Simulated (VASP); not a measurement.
```yaml
crystal:
  lattice:
    - [1.78500, -3.09171, 0.00000]
    - [1.78500, 3.09171, 0.00000]
    - [0.00000, 0.00000, 5.66100]
  atoms:
    - { symbol: Lu, position: [0.33333, 0.66667, 0.25000] }
    - { symbol: Lu, position: [0.66667, 0.33333, 0.75000] }
```

The base run (VASP): PBE GGA, plane waves, VASP's PBE PAW potentials (set 64). Run with 400 eV cut-off, 11×11×6 Γ-centred mesh, first-order Methfessel-Paxton smearing of 0.10 eV, potentials Lu_3.

One setting is varied; ΔE counts from the most expensive setting. The base run took about 20 core-seconds. Times come from single runs on busy shared machines, so they are rough: good to a factor of about 2.

The pressure holds a Pulay error that falls with the cut-off, as the column shows.

| setting | cost over the base run | electronic steps | ΔE (meV/atom) | pressure (GPa) |
|---|---|---|---|---|
| ENCUT = 150 | about 1/3 | 12 | 38.7 | -3.51 |
| base run | reference | 11 | 0.2 | -2.62 |
| ENCUT = 450 | within a factor of 2 | 11 | 0.1 | -2.62 |
| ENCUT = 500 | within a factor of 2 | 11 | 0.0 | -2.62 |
| ENCUT = 650 | within a factor of 2 | 11 | 0.0 | -2.62 |
| ENCUT = 600 | within a factor of 2 | 11 | 0.0 | -2.62 |
| ENCUT = 700 | about 2 times | 11 | 0.0 | -2.62 |
| ENCUT = 800 | about 3 times | 11 | 0.0 | -2.62 |

Left out are runs that failed, have no time on record or changed the cell.

The compound is Lu in the hcp structure. The cell was not relaxed at this level.
